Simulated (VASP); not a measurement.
Energy against volume of BP (zinc blende). Calculation: SCAN meta-GGA, VASP's PBE PAW potentials (set 64) (plane waves; VASP).

| V (Å³/atom) | E (eV/atom) |
|---|---|
| 10.865 | -9.40838 |
| 11.212 | -9.42766 |
| 11.559 | -9.43386 |
| 11.906 | -9.42871 |
| 12.252 | -9.41375 |

Question: Fit a third-order Birch-Murnaghan equation of state.

Answer: 
```yaml
volume_per_atom: 11.57 Å³/atom
bulk_modulus: 174 GPa
pressure_derivative_of_the_bulk_modulus: 3.78
lattice_constant_a: 4.523 Å
```

Measured: bulk modulus 176 GPa at 0 K (computed value off by -1.5 %), as given by Tamar Goldzak et al., The Journal of Chemical Physics (2022), arXiv:2208.04865 [0 K, zero-point effect removed]; a 4.525 Å at 0 K (computed value off by -0.0 %), as given by Daniel Mejia-Rodriguez et al., Physical Review B (2018), arXiv:1807.09216 [static lattice: zero-point anharmonic expansion removed].

The compound is BP in the zinc blende structure. It was relaxed first.
